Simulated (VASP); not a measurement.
```yaml
crystal:
  lattice:
    - [0.00000, 2.58330, 2.58330]
    - [2.58330, 0.00000, 2.58330]
    - [2.58330, 2.58330, 0.00000]
  atoms:
    - { symbol: Be, position: [0.00000, 0.00000, 0.00000] }
    - { symbol: Se, position: [0.25000, 0.25000, 0.25000] }
```

Level of theory: vdW-DF-cx, VASP's PBE PAW potentials (set 64) (plane waves; VASP). Numerical set-up: 520 eV cut-off, Gaussian smearing of 0.050 eV, potentials Be Se.

Problem. What does the run give for the band gap (along the path) with the smallest direct gap where there is one?

Solution. 
```json
{
  "band gap (along the path)": "2.60 eV",
  "smallest direct gap (along the path)": "4.24 eV"
}
```

The absolute energy has meaning only against runs of the same code, potentials and settings.

The compound is BeSe in the zinc blende structure. It was relaxed first.
